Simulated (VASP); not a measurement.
# TiSi2 under strain, part 2 of 2

How does the pressure of TiSi2 answer to a change of volume? The bands are shown for each cell. All runs use PBEsol. Left out of this account: at least 1 further run (self-consistent run: a reference on another mesh). The start is a computed cell from the Materials Project.

VASP 6.6.1; PBEsol; plane waves and PAW (Ti_sv, Si).

So far, pressure (GPa): step 2 (bands, cell as listed) -2.25; step 3 (cell volume +4.0 %) -7.27; step 4 (cell volume +8.0 %) -11.3; step 5 (bands, sheared, principal strains -1.6, -0.2, +1.9 %) -1.90.

## (6) Bands, volume times 0.96

The cell is compressed evenly, with fractional positions held.

File INCAR:

```
SYSTEM = TiSi2
PREC = Accurate
ENCUT = 400
EDIFF = 1E-06
NELM = 100
ISMEAR = -1
SIGMA = 0.05
LREAL = .FALSE.
ALGO = Normal
GGA = PS
NBANDS = 36
LASPH = .TRUE.
LORBIT = 11
LWAVE = .FALSE.
LCHARG = .FALSE.
KPAR = 4
```

File POSCAR:

```
TiSi2
1.0
    1.7412493300     -6.6679286942      0.0000000000
    1.7412493300      6.6679286942      0.0000000000
    0.0000000000      0.0000000000      3.5169900368
Ti Si
2 4
Direct
    0.8968819200      0.1031180800      0.7500000000
    0.1031180800      0.8968819200      0.2500000000
    0.5582514500      0.4417485500      0.7500000000
    0.4417485500      0.5582514500      0.2500000000
    0.2496851800      0.7503148200      0.7500000000
    0.7503148200      0.2496851800      0.2500000000
```

File KPOINTS:

```
Automatic mesh
0
Gamma
9 9 9
0 0 0
```

File KPOINTS_OPT:

```
Line mode
16
Line-mode
Reciprocal
  0.00000000   0.00000000   0.00000000 GAMMA
  0.26704826   0.26704826   0.00000000 X

  0.26704826   0.26704826   0.00000000 X
  0.00000000   0.50000000   0.00000000 S

  0.00000000   0.50000000   0.00000000 S
  0.00000000   0.50000000   0.50000000 R

  0.00000000   0.50000000   0.50000000 R
  0.26704826   0.26704826   0.50000000 A

  0.26704826   0.26704826   0.50000000 A
  0.00000000   0.00000000   0.50000000 Z

  0.00000000   0.00000000   0.50000000 Z
  0.00000000   0.00000000   0.00000000 GAMMA

  0.00000000   0.00000000   0.00000000 GAMMA
 -0.50000000   0.50000000   0.00000000 Y

 -0.50000000   0.50000000   0.00000000 Y
 -0.26704826   0.73295174   0.00000000 X1

 -0.26704826   0.73295174   0.00000000 X1
 -0.26704826   0.73295174   0.50000000 A1

 -0.26704826   0.73295174   0.50000000 A1
 -0.50000000   0.50000000   0.50000000 T

 -0.50000000   0.50000000   0.50000000 T
 -0.50000000   0.50000000   0.00000000 Y

  0.00000000   0.00000000   0.50000000 Z
 -0.50000000   0.50000000   0.50000000 T
```

PAW data sets: Ti_sv and Si (PBE family, release 64).

Command:

```
$ mpirun -np 4 vasp_std
```

It took 4.5 min on 4 MPI ranks of AMD EPYC 7R43, shared host; peak memory 1.7 GiB; 14 min of CPU time.

Numbers from this step:

```yaml
irreducible_k_points: 125
symmetry_operations: 8
free_energy_toten: -43.66 eV
energy_at_zero_smearing: -43.65 eV
fermi_energy: 11.01 eV
pressure: 3.969 GPa
```

Electronic bands along the path, in eV, zero at the Fermi level; # counts the bands kept in this run:

| point | #9 | #10 | #11 | #12 | #13 | #14 | #15 | #16 |
| --- | --- | --- | --- | --- | --- | --- | --- | --- |
| Γ | -2.31 | -2.14 | -2.09 | 0.47 | 0.85 | 0.90 | 0.91 | 1.27 |
| 0.47 of the way | -2.42 | -1.63 | -1.42 | -0.60 | 0.81 | 0.83 | 1.04 | 1.14 |
| X | -1.82 | -1.18 | -0.87 | -0.79 | -0.24 | 1.27 | 1.43 | 1.63 |
| 0.47 of the way | -1.78 | -1.34 | -0.80 | -0.79 | -0.33 | 1.28 | 1.60 | 1.67 |
| S | -1.76 | -1.52 | -0.75 | -0.61 | -0.59 | 1.30 | 1.59 | 1.73 |
| 0.47 of the way | -3.50 | -2.80 | -1.81 | -1.65 | 0.77 | 1.18 | 1.75 | 1.98 |
| R | -3.29 | -3.29 | -2.56 | -2.56 | 1.82 | 1.82 | 1.96 | 1.96 |
| 0.53 of the way | -3.38 | -3.38 | -2.50 | -2.50 | 1.84 | 1.84 | 1.97 | 1.97 |
| A | -3.44 | -3.44 | -2.47 | -2.47 | 1.87 | 1.87 | 1.96 | 1.96 |
| 0.47 of the way | -3.22 | -3.22 | -1.61 | -1.61 | 0.66 | 0.66 | 1.86 | 1.86 |
| Z | -1.75 | -1.75 | -0.04 | -0.04 | 0.89 | 0.89 | 1.51 | 1.51 |
| 0.47 of the way | -2.00 | -1.90 | -0.44 | -0.39 | 0.19 | 0.34 | 1.43 | 1.95 |
| Γ | -2.31 | -2.14 | -2.09 | 0.47 | 0.85 | 0.90 | 0.91 | 1.27 |
| 0.47 of the way | -2.51 | -2.06 | -1.37 | 0.43 | 0.84 | 0.88 | 0.90 | 0.99 |
| Y | -2.67 | -1.96 | -1.26 | 0.39 | 0.65 | 0.75 | 0.95 | 1.34 |
| 0.53 of the way | -2.67 | -1.55 | -0.51 | -0.24 | -0.10 | 0.42 | 1.04 | 1.88 |
| X1 | -1.82 | -1.18 | -0.87 | -0.79 | -0.24 | 1.27 | 1.43 | 1.63 |
| 0.53 of the way | -3.19 | -3.00 | -2.03 | -1.77 | 0.92 | 1.37 | 1.77 | 2.01 |
| A1 | -3.44 | -3.44 | -2.47 | -2.47 | 1.87 | 1.87 | 1.96 | 1.96 |
| 0.53 of the way | -3.20 | -3.20 | -2.36 | -2.36 | 1.77 | 1.77 | 1.92 | 1.92 |
| T | -2.12 | -2.12 | -0.93 | -0.93 | 0.52 | 0.52 | 1.74 | 1.74 |
| 0.47 of the way | -2.15 | -1.95 | -1.19 | -0.27 | 0.45 | 0.75 | 1.07 | 1.52 |
| Y | -2.67 | -1.96 | -1.26 | 0.39 | 0.65 | 0.75 | 0.95 | 1.34 |
| jump to Z | -1.75 | -1.75 | -0.04 | -0.04 | 0.89 | 0.89 | 1.51 | 1.51 |
| 0.47 of the way | -2.21 | -2.21 | -0.49 | -0.49 | 0.68 | 0.68 | 1.73 | 1.73 |
| T | -2.12 | -2.12 | -0.93 | -0.93 | 0.52 | 0.52 | 1.74 | 1.74 |

Of the projections kept (Ti, Si), the largest for each band there, as a share of the weight inside these atoms' spheres; weight between the spheres isn't counted:

| point | #9 | #10 | #11 | #12 | #13 | #14 | #15 | #16 |
| --- | --- | --- | --- | --- | --- | --- | --- | --- |
| Γ | Ti 0.83 | Ti 0.58 | Ti 0.50 | Ti 1.00 | Ti 1.00 | Ti 0.99 | Si 0.79 | Ti 0.57 |
| X | Ti 0.63 | Ti 0.78 | Ti 0.90 | Ti 0.78 | Ti 0.76 | Ti 0.50 | Ti 0.54 | Ti 0.96 |
| S | Ti 0.68 | Ti 0.65 | Ti 0.91 | Ti 0.54 | Ti 0.88 | Si 0.62 | Si 0.76 | Ti 0.95 |
| R | Si 0.57 | Si 0.57 | Ti 0.64 | Ti 0.64 | Ti 0.97 | Ti 0.97 | Ti 0.99 | Ti 0.99 |
| A | Si 0.61 | Si 0.61 | Ti 0.64 | Ti 0.64 | Ti 0.98 | Ti 0.98 | Ti 0.99 | Ti 0.99 |
| Z | Ti 0.85 | Ti 0.85 | Ti 0.76 | Ti 0.76 | Ti 0.51 | Ti 0.51 | Ti 0.62 | Ti 0.62 |

Force by atom:

| atom | x (eV/Å) | y (eV/Å) | z (eV/Å) | size |
| --- | --- | --- | --- | --- |
| Ti1 | 0.000 | -0.131 | 0.000 | 0.131 |
| Ti2 | 0.000 | 0.131 | 0.000 | 0.131 |
| Si3 | 0.000 | -0.349 | 0.000 | 0.349 |
| Si4 | 0.000 | 0.349 | 0.000 | 0.349 |
| Si5 | 0.000 | 0.014 | 0.000 | 0.014 |
| Si6 | 0.000 | -0.014 | 0.000 | 0.014 |

 The pressure is 3.97 GPa.

For the pressure, step 2 gave -2.25 GPa; this run, with cell volume -4.0 %, gives 3.97 GPa.

## (7) Bands, volume times 0.92

The cell is scaled evenly once more. A prediction first. A least-squares parabola for the 4 pressures of evenly scaled cells so far, P = -2.23 -140.1 t +282 t² GPa with t = ln(V/V₁) and V₁ the volume at scale 1, gives 11.42 GPa at t = -0.0834.

INCAR is that of step 6.

Changes to POSCAR since step 6:

```diff
@@ -2,5 +2,5 @@
 1.0
-    1.7412493300     -6.6679286942      0.0000000000
-    1.7412493300      6.6679286942      0.0000000000
-    0.0000000000      0.0000000000      3.5169900368
+    1.7167214244     -6.5740016942      0.0000000000
+    1.7167214244      6.5740016942      0.0000000000
+    0.0000000000      0.0000000000      3.4674483667
 Ti Si
```

KPOINTS is that of step 6.

KPOINTS_OPT is that of step 6.

Command:

```
$ mpirun -np 4 vasp_std
```

The job ended after 4.5 min (4 MPI ranks; peak memory 1.6 GiB; 14 min of CPU time).

This step gave:

| Property | Result |
| --- | --- |
| free energy (TOTEN) | -43.49 eV |
| energy at zero smearing | -43.48 eV |
| Fermi energy | 11.57 eV |
| pressure | 11.66 GPa |

The electronic bands at the labelled points (eV, zero at the Fermi level; # counts the bands kept in this run):

| point | #8 | #9 | #10 | #11 | #12 | #13 | #14 | #15 |
| --- | --- | --- | --- | --- | --- | --- | --- | --- |
| Γ | -2.43 | -2.19 | -2.09 | 0.48 | 0.89 | 0.93 | 1.13 | 1.20 |
| 0.47 of the way | -2.52 | -1.65 | -1.49 | -0.63 | 0.84 | 0.95 | 1.09 | 1.20 |
| X | -1.90 | -1.23 | -0.94 | -0.83 | -0.24 | 1.41 | 1.47 | 1.73 |
| 0.53 of the way | -1.85 | -1.42 | -0.85 | -0.82 | -0.37 | 1.44 | 1.70 | 1.79 |
| S | -1.84 | -1.56 | -0.81 | -0.63 | -0.62 | 1.45 | 1.73 | 1.85 |
| 0.53 of the way | -3.79 | -2.98 | -1.96 | -1.92 | 0.96 | 1.30 | 1.89 | 2.11 |
| R | -3.36 | -3.36 | -2.66 | -2.66 | 1.92 | 1.92 | 2.08 | 2.08 |
| 0.47 of the way | -3.43 | -3.43 | -2.61 | -2.61 | 1.94 | 1.94 | 2.09 | 2.09 |
| A | -3.50 | -3.50 | -2.57 | -2.57 | 1.98 | 1.98 | 2.09 | 2.09 |
| 0.53 of the way | -3.05 | -3.05 | -1.47 | -1.47 | 0.55 | 0.55 | 1.96 | 1.96 |
| Z | -1.86 | -1.86 | -0.04 | -0.04 | 0.95 | 0.95 | 1.56 | 1.56 |
| 0.53 of the way | -2.18 | -1.99 | -0.67 | -0.35 | 0.20 | 0.38 | 1.59 | 1.96 |
| Γ | -2.43 | -2.19 | -2.09 | 0.48 | 0.89 | 0.93 | 1.13 | 1.20 |
| 0.47 of the way | -2.65 | -2.10 | -1.42 | 0.44 | 0.86 | 0.94 | 1.03 | 1.10 |
| Y | -2.72 | -1.98 | -1.32 | 0.39 | 0.67 | 0.78 | 1.00 | 1.58 |
| 0.47 of the way | -2.86 | -1.71 | -0.42 | -0.25 | 0.04 | 0.21 | 1.32 | 1.92 |
| X1 | -1.90 | -1.23 | -0.94 | -0.83 | -0.24 | 1.41 | 1.47 | 1.73 |
| 0.53 of the way | -3.27 | -3.08 | -2.10 | -1.84 | 0.96 | 1.44 | 1.88 | 2.14 |
| A1 | -3.50 | -3.50 | -2.57 | -2.57 | 1.98 | 1.98 | 2.09 | 2.09 |
| 0.53 of the way | -3.29 | -3.29 | -2.43 | -2.43 | 1.88 | 1.88 | 2.03 | 2.03 |
| T | -2.20 | -2.20 | -0.98 | -0.98 | 0.59 | 0.59 | 1.85 | 1.85 |
| 0.47 of the way | -2.20 | -2.04 | -1.24 | -0.23 | 0.46 | 0.78 | 1.16 | 1.60 |
| Y | -2.72 | -1.98 | -1.32 | 0.39 | 0.67 | 0.78 | 1.00 | 1.58 |
| jump to Z | -1.86 | -1.86 | -0.04 | -0.04 | 0.95 | 0.95 | 1.56 | 1.56 |
| 0.53 of the way | -2.35 | -2.35 | -0.60 | -0.60 | 0.71 | 0.71 | 1.84 | 1.84 |
| T | -2.20 | -2.20 | -0.98 | -0.98 | 0.59 | 0.59 | 1.85 | 1.85 |

Of the projections kept (Ti, Si), the largest for each band there, as a share of the weight inside these atoms' spheres; weight between the spheres isn't counted:

| point | #8 | #9 | #10 | #11 | #12 | #13 | #14 | #15 |
| --- | --- | --- | --- | --- | --- | --- | --- | --- |
| Γ | Ti 0.82 | Ti 0.59 | Ti 0.52 | Ti 1.00 | Ti 1.00 | Ti 0.99 | Si 0.81 | Si 0.54 |
| X | Ti 0.63 | Ti 0.78 | Ti 0.90 | Ti 0.77 | Ti 0.75 | Ti 0.50 | Ti 0.53 | Ti 0.96 |
| S | Ti 0.68 | Ti 0.66 | Ti 0.91 | Ti 0.53 | Ti 0.88 | Si 0.62 | Si 0.74 | Ti 0.93 |
| R | Si 0.57 | Si 0.57 | Ti 0.63 | Ti 0.63 | Ti 0.97 | Ti 0.97 | Ti 0.99 | Ti 0.99 |
| A | Si 0.61 | Si 0.61 | Ti 0.64 | Ti 0.64 | Ti 0.97 | Ti 0.97 | Ti 0.99 | Ti 0.99 |
| Z | Ti 0.85 | Ti 0.85 | Ti 0.76 | Ti 0.76 | Ti 0.50 | Ti 0.50 | Ti 0.60 | Ti 0.60 |

Force by atom:

| atom | x (eV/Å) | y (eV/Å) | z (eV/Å) | size |
| --- | --- | --- | --- | --- |
| Ti1 | 0.000 | -0.265 | 0.000 | 0.265 |
| Ti2 | 0.000 | 0.265 | 0.000 | 0.265 |
| Si3 | 0.000 | -0.538 | 0.000 | 0.538 |
| Si4 | 0.000 | 0.538 | 0.000 | 0.538 |
| Si5 | 0.000 | 0.026 | 0.000 | 0.026 |
| Si6 | 0.000 | -0.026 | 0.000 | 0.026 |

 The pressure is 11.66 GPa. The parabola predicted 11.42 GPa, -0.24 GPa off.

## (8) Bands, atoms displaced by up to 0.21 Å

In the first cell the atoms are moved off their sites at random; since the same shifts repeat in every cell, this is a frozen displacement of whole sublattices.

INCAR is that of step 7.

File POSCAR:

```
TiSi2
1.0
    1.7651050250     -6.7592815350      0.0000000000
    1.7651050250      6.7592815350      0.0000000000
    0.0000000000      0.0000000000      3.5651739700
Ti Si
2 4
Direct
    0.8723880000      0.0864240000      0.7446370000
    0.1212880000      0.8841180000      0.2592150000
    0.5585360000      0.4374620000      0.7847900000
    0.3893480000      0.5100950000      0.2257050000
    0.2314750000      0.7591100000      0.7407230000
    0.7604170000      0.2555990000      0.2553420000
```

KPOINTS is that of step 7.

KPOINTS_OPT is that of step 7.

Command:

```
$ mpirun -np 4 vasp_std
```

It took 8.5 min on 4 MPI ranks; peak memory 3.9 GiB.

Numbers from this step:

```yaml
irreducible_k_points: 365
symmetry_operations: 1
free_energy_toten: -42.75 eV
energy_at_zero_smearing: -42.74 eV
fermi_energy: 10.31 eV
pressure: 2.749 GPa
```

The electronic bands at the labelled points (eV, zero at the Fermi level; # counts the bands kept in this run):

| point | #9 | #10 | #11 | #12 | #13 | #14 | #15 | #16 |
| --- | --- | --- | --- | --- | --- | --- | --- | --- |
| Γ | -2.04 | -1.74 | -1.39 | 0.62 | 0.72 | 0.83 | 1.07 | 1.22 |
| 0.47 of the way | -2.03 | -1.55 | -1.23 | -0.51 | 0.48 | 0.80 | 1.23 | 1.44 |
| X | -1.85 | -1.08 | -0.93 | -0.76 | -0.14 | 1.37 | 1.56 | 1.74 |
| 0.53 of the way | -1.74 | -1.34 | -1.01 | -0.73 | -0.21 | 1.28 | 1.60 | 1.79 |
| S | -1.90 | -1.63 | -1.02 | -0.68 | -0.28 | 1.21 | 1.63 | 1.82 |
| 0.53 of the way | -3.30 | -2.39 | -1.82 | -1.55 | 0.79 | 1.47 | 1.75 | 1.98 |
| R | -3.13 | -2.76 | -2.15 | -2.13 | 1.71 | 1.78 | 1.96 | 2.03 |
| 0.53 of the way | -3.21 | -2.82 | -2.19 | -2.04 | 1.72 | 1.79 | 1.96 | 2.03 |
| A | -3.30 | -2.91 | -2.23 | -2.02 | 1.73 | 1.77 | 1.88 | 1.99 |
| 0.53 of the way | -2.83 | -2.29 | -1.32 | -1.14 | 0.51 | 0.87 | 1.66 | 1.84 |
| Z | -1.53 | -1.42 | -0.36 | 0.38 | 0.41 | 0.59 | 1.48 | 1.54 |
| 0.53 of the way | -1.78 | -1.72 | -0.31 | -0.19 | 0.16 | 0.38 | 1.24 | 1.78 |
| Γ | -2.04 | -1.74 | -1.39 | 0.62 | 0.72 | 0.83 | 1.07 | 1.22 |
| 0.47 of the way | -2.09 | -1.63 | -0.96 | 0.62 | 0.72 | 0.91 | 1.05 | 1.30 |
| Y | -2.13 | -1.56 | -0.83 | 0.59 | 0.78 | 0.85 | 1.01 | 1.76 |
| 0.47 of the way | -2.34 | -1.41 | -0.26 | -0.01 | 0.21 | 0.46 | 0.99 | 1.63 |
| X1 | -1.85 | -1.08 | -0.93 | -0.76 | -0.14 | 1.37 | 1.56 | 1.74 |
| 0.47 of the way | -2.84 | -2.46 | -1.66 | -1.33 | 0.56 | 1.49 | 1.74 | 1.96 |
| A1 | -3.30 | -2.91 | -2.23 | -2.02 | 1.73 | 1.77 | 1.88 | 1.99 |
| 0.47 of the way | -2.81 | -2.62 | -2.28 | -1.95 | 1.43 | 1.58 | 1.69 | 1.86 |
| T | -2.09 | -1.76 | -1.00 | -0.46 | 0.06 | 0.19 | 1.56 | 1.74 |
| 0.47 of the way | -1.83 | -1.69 | -0.89 | -0.45 | 0.51 | 0.69 | 1.09 | 1.64 |
| Y | -2.13 | -1.56 | -0.83 | 0.59 | 0.78 | 0.85 | 1.01 | 1.76 |
| jump to Z | -1.53 | -1.42 | -0.36 | 0.38 | 0.41 | 0.59 | 1.48 | 1.54 |
| 0.47 of the way | -1.92 | -1.78 | -0.66 | -0.06 | 0.22 | 0.34 | 1.55 | 1.71 |
| T | -2.09 | -1.76 | -1.00 | -0.46 | 0.06 | 0.19 | 1.56 | 1.74 |

Of the projections kept (Ti, Si), the largest for each band there, as a share of the weight inside these atoms' spheres; weight between the spheres isn't counted:

| point | #9 | #10 | #11 | #12 | #13 | #14 | #15 | #16 |
| --- | --- | --- | --- | --- | --- | --- | --- | --- |
| Γ | Si 0.57 | Ti 0.55 | Ti 0.52 | Ti 0.94 | Ti 0.97 | Ti 0.99 | Ti 0.60 | Si 0.64 |
| X | Ti 0.62 | Ti 0.76 | Ti 0.83 | Ti 0.83 | Ti 0.80 | Ti 0.52 | Ti 0.61 | Ti 0.94 |
| S | Ti 0.62 | Ti 0.67 | Ti 0.68 | Ti 0.87 | Ti 0.80 | Si 0.56 | Si 0.60 | Ti 0.94 |
| R | Si 0.57 | Si 0.56 | Ti 0.64 | Ti 0.67 | Ti 0.94 | Ti 0.96 | Ti 0.98 | Ti 0.93 |
| A | Si 0.61 | Si 0.59 | Ti 0.62 | Ti 0.66 | Ti 0.97 | Ti 0.81 | Ti 0.88 | Ti 0.97 |
| Z | Ti 0.79 | Ti 0.81 | Ti 0.74 | Ti 0.62 | Ti 0.85 | Ti 0.73 | Ti 0.60 | Ti 0.93 |

Force by atom:

| atom | x (eV/Å) | y (eV/Å) | z (eV/Å) | size |
| --- | --- | --- | --- | --- |
| Ti1 | -0.47 | -1.00 | -0.32 | 1.15 |
| Ti2 | -0.25 | 4.25 | -0.06 | 4.25 |
| Si3 | 0.02 | -0.17 | -1.78 | 1.79 |
| Si4 | 0.92 | 0.23 | 1.69 | 1.94 |
| Si5 | 0.16 | -2.82 | 0.81 | 2.94 |
| Si6 | -0.38 | -0.48 | -0.34 | 0.69 |

 The pressure is 2.75 GPa, and the symmetry operations fall from 8 to 1.

## (9) The runs together

| cell | mesh | pressure (GPa) | gap (eV) |
| --- | --- | --- | --- |
| cell as listed | 9×9×9 | -2.25 | none |
| volume times 1.04 | 9×9×9 | -7.27 | none |
| volume times 1.08 | 9×9×9 | -11.35 | none |
| sheared, principal strains -1.6, -0.2, +1.9 % | 9×9×9 | -1.90 | none |
| volume times 0.96 | 9×9×9 | 3.97 | none |
| volume times 0.92 | 9×9×9 | 11.66 | none |
| atoms displaced by up to 0.21 Å | 9×9×9 | 2.75 | none |

## (10) Results

```json
{"pressure, cell as listed": "-2.25 GPa", "pressure, volume times 1.04": "-7.27 GPa", "pressure, volume times 1.08": "-11.3 GPa", "pressure, sheared, principal strains -1.6, -0.2, +1.9 %": "-1.90 GPa", "pressure, volume times 0.96": "3.97 GPa", "pressure, volume times 0.92": "11.7 GPa", "pressure, atoms displaced by up to 0.21 Å": "2.75 GPa", "bulk modulus at the listed volume, shape and positions held": "141 GPa"}
```

The slope of pressure against ln V at the listed volume gives a bulk modulus of 141 GPa at fixed shape and positions, above that of a cell free to relax. The atoms were not relaxed in the changed cells.

[Lines on the potential files, build, host, timing and source positions are cut from VASP's logs without a mark.]

[Logs are printed without paths, hosts, clocks, repeated set-up lines and the standing remarks that a program may print on its own settings, such as how far it seeks lower states.]

[Hosts, paths, dates, database ids (printed as entryN), source tags and the programs' standing remarks are cut or masked in the printed files.]

[A measured line is paired with the nearest computed mode of its activity, which favours agreement.]

[In band tables of VASP the shares of atoms and orbitals are scaled to a sum of 1 inside the atoms' spheres.]
